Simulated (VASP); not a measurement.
Computed with r2SCAN meta-GGA, VASP's PBE PAW potentials (set 64) (plane waves; VASP).

The input files of a VASP run:

### KPOINTS
```
Automatic mesh
0
Gamma
11 11 11
0 0 0
```

POSCAR:
```
NaF
1.0
  0.0000000000   2.2861727136   2.2861727136
  2.2861727136   0.0000000000   2.2861727136
  2.2861727136   2.2861727136   0.0000000000
Na F
1 1
Cartesian
  2.2861727136   2.2861727136   0.0000000000
  2.2861727136   2.2861727136   2.2861727136
```

INCAR:
```
LASPH=.TRUE.   # aspherical one-centre terms
NEDOS=601   # DOS grid
LREAL=.FALSE.   # projection in real space or not
ALGO=Normal
PREC=Accurate
METAGGA=R2SCAN
LCHARG=.FALSE.
ENCUT=520
ISMEAR=-5   # tetrahedra, Bloechl
NELM=100   # most electronic steps
EDIFF=1E-7
LMIXTAU=.TRUE.
SYSTEM=NaF
ISIF=2   # forces and stress, cell fixed
LWAVE=.FALSE.
LORBIT=11   # lm-projected
```

### KPOINTS_OPT
```
k-points along high-symmetry lines
10
Line-mode
Reciprocal
  0.000000   0.000000   0.000000 ! GAMMA
  0.500000   0.000000   0.500000 ! X

  0.500000   0.000000   0.500000 ! X
  0.625000   0.250000   0.625000 ! U

  0.375000   0.375000   0.750000 ! K
  0.000000   0.000000   0.000000 ! GAMMA

  0.000000   0.000000   0.000000 ! GAMMA
  0.500000   0.500000   0.500000 ! L

  0.500000   0.500000   0.500000 ! L
  0.500000   0.250000   0.750000 ! W

  0.500000   0.250000   0.750000 ! W
  0.500000   0.000000   0.500000 ! X
```

POTCAR, in this order: Na_pv F (PBE.64 set). Program: vasp_std.

Output

### OUTCAR
```
 ion  position               nearest neighbor table
   1  0.000  0.000  0.000-   2 2.29   2 2.29   2 2.29   2 2.29   2 2.29   2 2.29
   2  0.500  0.500  0.500-   1 2.29   1 2.29   1 2.29   1 2.29   1 2.29   1 2.29
  LATTYP: Found a face centered cubic cell.
 ALAT       =     4.5723454272
 Subroutine PRICEL returns:
 Original cell was already a primitive cell.
 Subroutine GETGRP returns: Found 48 space group operations
The static configuration has the point symmetry O_h .
The dynamic configuration has the point symmetry O_h .
 Subroutine INISYM returns: Found 48 space group operations
 Subroutine IBZKPT returns following result:
 Found     56 irreducible k-points:

 Following reciprocal coordinates:
            Coordinates               Weight
  0.000000  0.000000  0.000000      1.000000
  0.090909  0.000000  0.000000      8.000000
  0.181818  0.000000  0.000000      8.000000
  0.272727  0.000000  0.000000      8.000000
  0.363636  0.000000  0.000000      8.000000
  0.454545  0.000000  0.000000      8.000000
  0.090909  0.090909  0.000000      6.000000
  0.181818  0.090909  0.000000     24.000000
  0.272727  0.090909  0.000000     24.000000
  0.363636  0.090909  0.000000     24.000000
  0.454545  0.090909  0.000000     24.000000
 -0.454545  0.090909  0.000000     24.000000
 -0.363636  0.090909  0.000000     24.000000
 -0.272727  0.090909  0.000000     24.000000
 -0.181818  0.090909  0.000000     24.000000
 -0.090909  0.090909  0.000000     12.000000
  0.181818  0.181818  0.000000      6.000000
  0.272727  0.181818  0.000000     24.000000
  0.363636  0.181818  0.000000     24.000000
  0.454545  0.181818  0.000000     24.000000
 -0.454545  0.181818  0.000000     24.000000
 -0.363636  0.181818  0.000000     24.000000
 -0.272727  0.181818  0.000000     24.000000
 -0.181818  0.181818  0.000000     12.000000
...
```

File OSZICAR:
```
       N       E                     dE             d eps       ncg     rms          rms(c)
DAV:   1     0.107241702670E+03    0.10724E+03   -0.84383E+03  1244   0.159E+03
DAV:   2    -0.985327743588E+01   -0.11709E+03   -0.11074E+03  1295   0.378E+02
DAV:   3    -0.160289792426E+02   -0.61757E+01   -0.61585E+01  1436   0.890E+01
DAV:   4    -0.160928562458E+02   -0.63877E-01   -0.63869E-01  1361   0.977E+00
DAV:   5    -0.160936146994E+02   -0.75845E-03   -0.75844E-03  1433   0.107E+00    0.481E+00
DAV:   6    -0.127105072267E+02    0.33831E+01   -0.15080E+00  1644   0.179E+01    0.159E+00
DAV:   7    -0.126352799942E+02    0.75227E-01   -0.99434E-01  1232   0.137E+01    0.169E+00
DAV:   8    -0.129158746635E+02   -0.28059E+00   -0.39741E-01  1232   0.967E+00    0.627E-01
DAV:   9    -0.123325957621E+02    0.58328E+00   -0.16981E-01  1232   0.488E+00    0.881E-01
DAV:  10    -0.126178526419E+02   -0.28526E+00   -0.26092E-01  1232   0.608E+00    0.284E-01
DAV:  11    -0.126176099557E+02    0.24269E-03   -0.60722E-03  1421   0.928E-01    0.329E-01
DAV:  12    -0.126018289703E+02    0.15781E-01   -0.80125E-03  1235   0.160E+00    0.104E-01
DAV:  13    -0.126033198987E+02   -0.14909E-02   -0.13097E-03  1322   0.484E-01    0.210E-02
DAV:  14    -0.126037280926E+02   -0.40819E-03   -0.13327E-04  1238   0.178E-01    0.246E-02
DAV:  15    -0.126036436959E+02    0.84397E-04   -0.15385E-04  1256   0.156E-01    0.801E-03
DAV:  16    -0.126037372160E+02   -0.93520E-04   -0.58296E-05  1244   0.110E-01    0.592E-03
DAV:  17    -0.126037350798E+02    0.21363E-05   -0.28941E-06  1481   0.257E-02    0.120E-03
DAV:  18    -0.126037304470E+02    0.46328E-05   -0.80055E-07  1241   0.122E-02    0.155E-03
DAV:  19    -0.126037298032E+02    0.64375E-06   -0.88243E-07  1250   0.152E-02    0.506E-04
DAV:  20    -0.126037293797E+02    0.42358E-06   -0.31237E-08   818   0.241E-03    0.297E-04
DAV:  21    -0.126037295022E+02   -0.12255E-06   -0.47080E-09   664   0.106E-03    0.168E-04
DAV:  22    -0.126037295146E+02   -0.12378E-07   -0.13762E-09   628   0.485E-04
   1 F= -.12603730E+02 E0= -.12603730E+02  d E =0.000000E+00
       N       E                     dE             ncg
       N       E                     dE             ncg
```

File OUTCAR:
```
------------------------ aborting loop because EDIFF is reached ----------------------------------------
  FORCE on cell =-STRESS in cart. coord.  units (eV):
  Direction    XX          YY          ZZ          XY          YZ          ZX
  --------------------------------------------------------------------------------------
  Total       -0.0104368     -0.0104368     -0.0104368     -0.0000000     -0.0000000      0.0000000
  in kB       -0.6997160     -0.6997160     -0.6997160     -0.0000000     -0.0000000      0.0000000
  external PRESSURE =      -0.6997160 kB  Pullay stress =       0.0000000 kB
  volume of cell :       23.90
      direct lattice vectors                 reciprocal lattice vectors
     0.000000000  2.286172714  2.286172714    -0.218706136  0.218706136  0.218706136
     2.286172714  0.000000000  2.286172714     0.218706136 -0.218706136  0.218706136
     2.286172714  2.286172714  0.000000000     0.218706136  0.218706136 -0.218706136
  FREE ENERGIE OF THE ION-ELECTRON SYSTEM (eV)
  ---------------------------------------------------
  free  energy   TOTEN  =       -12.6037295146 eV

  energy  without entropy=      -12.6037295146  energy(sigma->0) =      -12.60372951

 total charge

# of ion       s       p       d       tot
------------------------------------------
    1        0.047   5.997   0.000   6.044
    2        1.732   4.411   0.000   6.143
--------------------------------------------------
tot          1.779  10.409   0.000  12.187
```
(Selected blocks of OUTCAR.)

The structure was generated: NaF was put into the rock salt type (Fm-3m), which need not be its known phase. It was relaxed first, which changed the volume by -14 %.
